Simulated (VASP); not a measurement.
## Bulk modulus of diamond and zinc-blende semiconductors: r2SCAN against PBE

VASP (plane waves, PAW); cells keep the symmetry of their structure type. Static lattice, from a third-order Birch-Murnaghan fit over five volumes at each level.

Here x stands for PBE B0 and y for r2SCAN B0.

```
solid  PBE B0 (GPa)  r2SCAN B0 (GPa)  cut-off (eV)
-----  ------------  ---------------  ------------
HgTe           34.1             40.0           520
CdS            53.3             60.5           520
ZnSe           56.7             65.8           520
GaP            76.3             88.3           520
Si             89.0             97.5           520
BeS            92.8             97.1           520
GaN           169.8            194.6           520
AlN           193.7            212.4           520
BN            372.8                ?           520
```

Taking a straight line for y over the 8 complete rows: With u = x - 96, the rows have u = -61.90, -42.70, -39.30, -19.70, -7.00, -3.20, 73.80, 97.70. Means: u -0.28750, y 107.03. About the means, the sum of products is 24981 and the sum of squares of u is 22638; the slope is their ratio. Least squares gives y = 107.34 + 1.10351·u. Residuals (row less fit): 0.97, 0.28, 1.83, 2.70, -2.12, -6.71, 5.82, -2.75; standard error 4.13 (degrees of freedom: 6). The slope is 1.10 with a standard error of 0.027.

Task: What does the fit predict for y at x = 372.8, and how far is the calculated value from it?

Result: u = 276.80, so y = 107.34 + 1.10351 × 276.80 = 412.79 GPa. The calculation gives 390.0 GPa, 22.79 GPa below the prediction (6.5 % of the range of y in the table). The row lies outside the fitted rows, so this is an extrapolation. From the scatter of the fitted rows alone, a prediction at this place has a standard error of 8.79 GPa, so the miss is 2.6 times that.

CdS is here a metastable form; wurtzite is the usual one. GaN is here a metastable form; wurtzite is the usual one. AlN is here a metastable form; wurtzite is the usual one. The rows are a random draw from the solids of this series computed here; series whose standard error about the line passes 12 to 30 % of the range of y, or with no trend, aren't shown in this form.
